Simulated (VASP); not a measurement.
Given:

```xyz
1
Lattice="-2.4335 2.4335 2.4335 2.4335 -2.4335 2.4335 2.4335 2.4335 -2.4335" Properties=species:S:1:pos:R:3 pbc="T T T"
Ba     0.0000     0.0000     0.0000
```

Level of theory: optB88-vdW, VASP's PBE PAW potentials (set 64) (plane waves; VASP). Settings: 520 eV cut-off, 11×11×11 Γ-centred mesh, first-order Methfessel-Paxton smearing of 0.10 eV, potentials Ba_sv.

Unless said otherwise, spin-orbit coupling is left out, though it shifts the bands of the heavy elements here.

Question: What does the run give for the energy per atom (σ→0), band gap (on the k-mesh) with the smallest direct gap where there is one?

Answer: 
```json
{
  "band gap (on the k-mesh)": "none (metal, semimetal or under 0.01 eV)",
  "energy per atom (σ→0)": "0.276 eV/atom"
}
```

Only differences to runs with the same potentials and settings are physical.

The compound is Ba in the bcc structure. This cell is one point of a volume scan, at 0.97 of the reference volume.
